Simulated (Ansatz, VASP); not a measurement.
# BeB12: VASP beside Ansatz

The input INCAR:

```
PREC = Accurate
ENCUT = 520
EDIFF = 1E-6
ISMEAR = 0
SIGMA = 0.1
LREAL = F
LASPH = T
NELM = 100
ALGO = Normal
ISIF = 2
LWAVE = F
LCHARG = T
GGA = PE
LELF = T
LVHAR = T
NBANDS = 31
```

Contents of KPOINTS:

```
regular mesh
0
Gamma
  4 4 4
```

The input POSCAR:

```
BeB12
1.0
    0.0000000000      3.5720697000      3.5720697000
    3.5720697000      0.0000000000      3.5720697000
    3.5720697000      3.5720697000      0.0000000000
Be B
1 12
Direct
    0.0000000000      0.0000000000      0.0000000000
    0.8370000100      0.5000000000      0.5000000000
    0.8370000100      0.5000000000      0.1629999900
    0.5000000000      0.8370000100      0.1629999900
    0.5000000000      0.8370000100      0.5000000000
    0.1629999900      0.5000000000      0.5000000000
    0.5000000000      0.1629999900      0.5000000000
    0.5000000000      0.1629999900      0.8370000100
    0.1629999900      0.5000000000      0.8370000100
    0.1629999900      0.8370000100      0.5000000000
    0.5000000000      0.5000000000      0.8370000100
    0.5000000000      0.5000000000      0.1629999900
    0.8370000100      0.1629999900      0.5000000000
```

Input for Ansatz:

```yaml
crystal:
  lattice:
    - [0.0, 3.5720697, 3.5720697]
    - [3.5720697, 0.0, 3.5720697]
    - [3.5720697, 3.5720697, 0.0]
  atoms:
    - { symbol: Be, position: [0.0, 0.0, 0.0] }
    - { symbol: B, position: [0.83700001, 0.5, 0.5] }
    - { symbol: B, position: [0.83700001, 0.5, 0.16299999] }
    - { symbol: B, position: [0.5, 0.83700001, 0.16299999] }
    - { symbol: B, position: [0.5, 0.83700001, 0.5] }
    - { symbol: B, position: [0.16299999, 0.5, 0.5] }
    - { symbol: B, position: [0.5, 0.16299999, 0.5] }
    - { symbol: B, position: [0.5, 0.16299999, 0.83700001] }
    - { symbol: B, position: [0.16299999, 0.5, 0.83700001] }
    - { symbol: B, position: [0.16299999, 0.83700001, 0.5] }
    - { symbol: B, position: [0.5, 0.5, 0.83700001] }
    - { symbol: B, position: [0.5, 0.5, 0.16299999] }
    - { symbol: B, position: [0.83700001, 0.16299999, 0.5] }
basis:
  ecutwfc: 420
kpoints:
  mp_grid: { grid: [4, 4, 4] }
hamiltonian:
  xc: pbe
scf:
  occupations: { method: gaussian, width: 0.1 }
  lower_state_search: "off"
output:
  forces: true
  stress: true
  eigenvalues: true
```

Change from the starting cell: species swapped into the ScB12 type (Fm-3m, No. 225).

Alike in both runs: task single point; functional PBE; k mesh 4 × 4 × 4; occupations gaussian, width 0.1 eV; no spin polarisation.

|  | VASP | Ansatz |
| --- | --- | --- |
| version | VASP 6.6.1 | Ansatz 0.2.0 |
| potentials or method | VASP PAW PBE potentials, release 64 (Be, B) | scalar-relativistic, plane waves, PAW |
| plane-wave cutoff (eV) | 520 | 420 |
| valence electrons in the cell | 38 | 38 |

|  | VASP | Ansatz | Ansatz less VASP |
| --- | --- | --- | --- |
| gap on the k mesh at the Fermi level (eV) | 0.45 | 0.45 | +0.001 |
| least direct gap on the mesh (eV) | 0.45 | 0.45 | +0.001 |
| pressure (GPa) | 23.5 | 23.4 | -0.10 |
| rms of the force components (eV/Å) | 0.309 | 0.303 | -0.0061 |

Atom by atom the forces differ by 0.006 eV/Å (rms over components). With one functional, cell and mesh, what is left measures potentials, basis and numerics.

Caveats: so large a pressure means that the cell lies far from this level's equilibrium, or that cutoff or potentials fall short (VASP).
